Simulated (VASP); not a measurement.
Output of a VASP run:

**OSZICAR**
```
...
DAV:  12    -0.140648161624E+02    0.20553E-05   -0.53747E-06  8987   0.294E-02    0.146E-02
DAV:  13    -0.140648161196E+02    0.42808E-07   -0.14605E-06  5416   0.193E-02
   1 F= -.14902711E+02 E0= -.14902650E+02  d E =-.149027E+02  mag=     3.2812
       N       E                     dE             d eps       ncg     rms          rms(c)
DAV:   1    -0.164282418710E+02   -0.23634E+01   -0.28403E+01  8107   0.946E+01    0.133E+01
DAV:   2    -0.143338930338E+02    0.20943E+01   -0.97853E+00  8695   0.669E+01    0.764E+00
DAV:   3    -0.140315406981E+02    0.30235E+00   -0.99863E-01  8779   0.203E+01    0.355E+00
DAV:   4    -0.139969066682E+02    0.34634E-01   -0.15519E-02 10643   0.143E+00    0.121E+00
DAV:   5    -0.139676288551E+02    0.29278E-01   -0.63439E-03 12487   0.116E+00    0.297E-01
DAV:   6    -0.139673009291E+02    0.32793E-03   -0.17014E-03  8788   0.579E-01    0.120E-01
DAV:   7    -0.139673061473E+02   -0.52182E-05   -0.60709E-05  9523   0.968E-02    0.509E-02
DAV:   8    -0.139673053954E+02    0.75194E-06   -0.53133E-06  9386   0.346E-02
   2 F= -.14893485E+02 E0= -.14894003E+02  d E =0.922633E-02  mag=     3.1117
       N       E                     dE             d eps       ncg     rms          rms(c)
DAV:   1    -0.147338182797E+02   -0.76651E+00   -0.80734E+00  8100   0.544E+01    0.649E+00
DAV:   2    -0.141991323537E+02    0.53469E+00   -0.31010E+00  8562   0.352E+01    0.406E+00
DAV:   3    -0.140803696681E+02    0.11876E+00   -0.33524E-01  8590   0.120E+01    0.186E+00
DAV:   4    -0.140710723871E+02    0.92973E-02   -0.50501E-03  9795   0.891E-01    0.709E-01
DAV:   5    -0.140623682725E+02    0.87041E-02   -0.27855E-03 12111   0.721E-01    0.128E-01
DAV:   6    -0.140624455542E+02   -0.77282E-04   -0.13725E-04  8688   0.134E-01    0.673E-02
DAV:   7    -0.140624940672E+02   -0.48513E-04   -0.17314E-05 11687   0.528E-02    0.463E-02
DAV:   8    -0.140625040901E+02   -0.10023E-04   -0.35746E-06  8645   0.272E-02    0.986E-03
DAV:   9    -0.140625048173E+02   -0.72724E-06   -0.25408E-07  4169   0.798E-03
   3 F= -.14941805E+02 E0= -.14942033E+02  d E =-.390940E-01  mag=     3.2093
       N       E                     dE             d eps       ncg     rms          rms(c)
DAV:   1    -0.140618901603E+02    0.61393E-03   -0.27552E-03  8100   0.980E-01    0.124E-01
DAV:   2    -0.140617034231E+02    0.18674E-03   -0.10615E-03  8562   0.672E-01    0.791E-02
DAV:   3    -0.140616622236E+02    0.41199E-04   -0.12044E-04  8569   0.225E-01    0.340E-02
DAV:   4    -0.140616592164E+02    0.30072E-05   -0.14739E-06  6537   0.174E-02    0.122E-02
DAV:   5    -0.140616568177E+02    0.23987E-05   -0.59018E-07  4190   0.133E-02    0.226E-03
DAV:   6    -0.140616567068E+02    0.11090E-06   -0.32240E-07  4085   0.738E-03
   4 F= -.14941811E+02 E0= -.14942045E+02  d E =-.391004E-01  mag=     3.2075
       N       E                     dE             d eps       ncg     rms          rms(c)
DAV:   1    -0.140623010782E+02   -0.64426E-03   -0.19954E-02  9059   0.122E+00    0.155E-01
DAV:   2    -0.140618847089E+02    0.41637E-03   -0.28858E-04 10935   0.307E-01    0.794E-02
DAV:   3    -0.140617454178E+02    0.13929E-03   -0.19088E-04  9947   0.160E-01    0.218E-02
DAV:   4    -0.140617516902E+02   -0.62724E-05   -0.15671E-05  9376   0.583E-02    0.584E-03
DAV:   5    -0.140617503741E+02    0.13162E-05   -0.85676E-07  4387   0.191E-02    0.383E-03
DAV:   6    -0.140617499222E+02    0.45185E-06   -0.49185E-07  4120   0.877E-03
   5 F= -.14941941E+02 E0= -.14942164E+02  d E =-.129453E-03  mag=     3.2039
```

File OUTCAR:
```
------------------------ aborting loop because EDIFF is reached ----------------------------------------
  Edisp (eV):   -0.88019
  FORCE on cell =-STRESS in cart. coord.  units (eV):
  Direction    XX          YY          ZZ          XY          YZ          ZX
  --------------------------------------------------------------------------------------
  Total       0.01694     0.01694     0.00779     0.00000    -0.00000     0.00000
  in kB       1.28862     1.28862     0.59227     0.00000    -0.00000     0.00000
  external pressure =        1.06 kB  Pullay stress =        0.00 kB
  volume of cell :       21.07
      direct lattice vectors                 reciprocal lattice vectors
     1.234854618 -2.138831163 -0.000000000     0.404905964 -0.233772543  0.000000000
     1.234854618  2.138831163 -0.000000000     0.404905964  0.233772543  0.000000000
    -0.000000000  0.000000000  3.988213667     0.000000000  0.000000000  0.250738823
 POSITION                                       TOTAL-FORCE (eV/Angst)
 -----------------------------------------------------------------------------------
      1.23485      0.71295      0.99705        -0.000000     -0.000000      0.000000
      1.23485     -0.71295      2.99116         0.000000      0.000000      0.000000
 -----------------------------------------------------------------------------------
    total drift:                               -0.000023     -0.000003     -0.000029
  FREE ENERGIE OF THE ION-ELECTRON SYSTEM (eV)
  ---------------------------------------------------
  free  energy   TOTEN  =       -14.9419409171 eV

  energy  without entropy=      -14.9426114575  energy(sigma->0) =      -14.94216443

 total charge

# of ion       s       p       d       tot
------------------------------------------
    1        0.502   0.547   7.283   8.332
    2        0.502   0.547   7.283   8.332
--------------------------------------------------
tot          1.003   1.095  14.567  16.665

 magnetization (x)

# of ion       s       p       d       tot
------------------------------------------
    1       -0.015  -0.053   1.684   1.615
    2       -0.015  -0.053   1.684   1.615
--------------------------------------------------
tot         -0.030  -0.107   3.367   3.231

 reached required accuracy - stopping structural energy minimisation
```
(Selected blocks of OUTCAR.)

POSCAR:
```
Co
1
    1.2550000000    -2.1737240000     0.0000000000
    1.2550000000     2.1737240000     0.0000000000
    0.0000000000     0.0000000000     4.0700000000
Co
2
Direct
  0.3333330000   0.6666670000   0.2500000000
  0.6666670000   0.3333330000   0.7500000000
```

Reconstruct the remaining input files.

This is not unique; one that fits is the input of the run itself, PBE GGA with D4 dispersion, plane waves, VASP's PBE PAW potentials (set 64).

INCAR:
```
! general
SYSTEM  = Co
PREC    = Accurate
ENCUT   = 520
LREAL   = .FALSE.
LASPH   = .TRUE.

! electronic loop
EDIFF   = 1E-6   ! SCF stop (eV)
NELM    = 100
ALGO    = Normal
LMAXMIX = 4   ! l cut-off of mixed one-centre charges

! smearing
ISMEAR  = 1   ! Methfessel-Paxton
SIGMA   = 0.1

! functional
GGA     = PE   ! PBE
IVDW    = 13

! spin
ISPIN   = 2
MAGMOM  = 2*1.8

! ions
IBRION  = 2   ! conjugate gradients
NSW     = 60   ! most ionic steps
ISIF    = 3
EDIFFG  = -0.01   ! ionic stop

! output
LWAVE   = .FALSE.
LCHARG  = .FALSE.
LORBIT  = 10
```

**KPOINTS**
```
Automatic mesh
0
Gamma
15 15 8
0 0 0
```

POTCAR, in this order: Co (PBE.64 set). Program: vasp_std.

Energy and stress use the plane-wave basis of the starting cell.

The compound is Co in the hcp structure. This run relaxes it. Symmetry was kept, so distortions that lower it aren't found.
